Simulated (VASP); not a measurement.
Energy against volume of BN (zinc blende). Computed with PBE GGA with D3 dispersion (Becke-Johnson damping), VASP's PBE PAW potentials (set 64) (plane waves; VASP). Settings: 520 eV cut-off, 12×12×12 Γ-centred mesh, Gaussian smearing of 0.050 eV, potentials B N.

| V (Å³/atom) | E (eV/atom) |
|---|---|
| 5.692 | -8.92736 |
| 5.868 | -8.93430 |
| 6.044 | -8.92858 |
| 6.220 | -8.91187 |

### Question
Fit these four points and predict the energy of the run at 5.516 Å³/atom.

### Answer
A cubic in V^(−2/3), the third-order Birch-Murnaghan form, passes through the four points with V0 = 5.87 Å³/atom and B0 = 383 GPa, and gives -8.9058 eV/atom there. The run gave -8.9059 eV/atom, -0.1 meV/atom from the fit; all five points give B0 = 382 GPa.

The compound is BN in the zinc blende structure. It was relaxed first.
